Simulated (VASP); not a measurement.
Computed with LDA (Ceperley-Alder, Perdew-Zunger), VASP's LDA PAW potentials (set 64) (plane waves; VASP).

A VASP calculation is set up with these files.

File KPOINTS:
```
Automatic mesh
0
Gamma
8 8 5
0 0 0
```

**INCAR**
```
ALGO=Normal   ! blocked Davidson
NELM=100   ! most electronic steps
LWAVE=F
LASPH=T
ENCUT=300   ! plane-wave cut-off (eV)
ISMEAR=0   ! Gaussian
LMAXMIX=6   ! l cut-off of mixed one-centre charges
ISIF=2
SIGMA=0.1
LCHARG=F
EDIFF=1E-6   ! SCF stop (eV)
LREAL=F   ! projection in real space or not
SYSTEM=Hf
PREC=Accurate
```

**POSCAR**
```
Hf
9.995970
  0.1579208421  -0.2735268313   0.0000000000
  0.1579208421   0.2735268313   0.0000000000
  0.0000000000   0.0000000000   0.5000000000
Hf
2
Cartesian
  0.1579208421   0.0911757928   0.1250000000
  0.1579208421  -0.0911757928   0.3750000000
```

POTCAR, in this order: Hf_pv (LDA.64 set). Program: vasp_std.

At this cut-off the stress carries a Pulay error, which pulls relaxed volumes low. Unless said otherwise, spin-orbit coupling is left out, though it shifts the bands of the heavy elements here.

Task: Predict the energy per atom (σ→0), pressure, band gap (on the k-mesh).

Result: 
```json
{
 "energy per atom (σ→0)": "-10.685 eV/atom",
 "band gap (on the k-mesh)": "none (metal, semimetal or under 0.01 eV)",
 "pressure": "-4.02 GPa"
}
```

**OSZICAR**
```
...
DAV:   6    -0.215762938645E+02    0.54764E+00   -0.49271E-01   900   0.519E+00    0.393E+01
DAV:   7    -0.213829306817E+02    0.19336E+00   -0.76694E-01   896   0.621E+00    0.201E+00
DAV:   8    -0.213741751115E+02    0.87556E-02   -0.45847E-02   954   0.165E+00    0.279E-01
DAV:   9    -0.213742821215E+02   -0.10701E-03   -0.11601E-03  1182   0.264E-01    0.198E-01
DAV:  10    -0.213742769909E+02    0.51306E-05   -0.47041E-05   972   0.558E-02    0.203E-01
DAV:  11    -0.213742738359E+02    0.31550E-05   -0.39518E-06  1038   0.135E-02    0.264E-02
DAV:  12    -0.213742736967E+02    0.13916E-06   -0.63982E-07   654   0.678E-03
   1 F= -.21374274E+02 E0= -.21369884E+02  d E =-.877977E-02
```

The structure is a typed Hf crystal (P6_3/mmc). The cell was not relaxed at this level. The run is one of a series of settings (GGA removed, POTCAR Hf_pv (LDA.64 set) against the base run), some of them coarse on purpose.
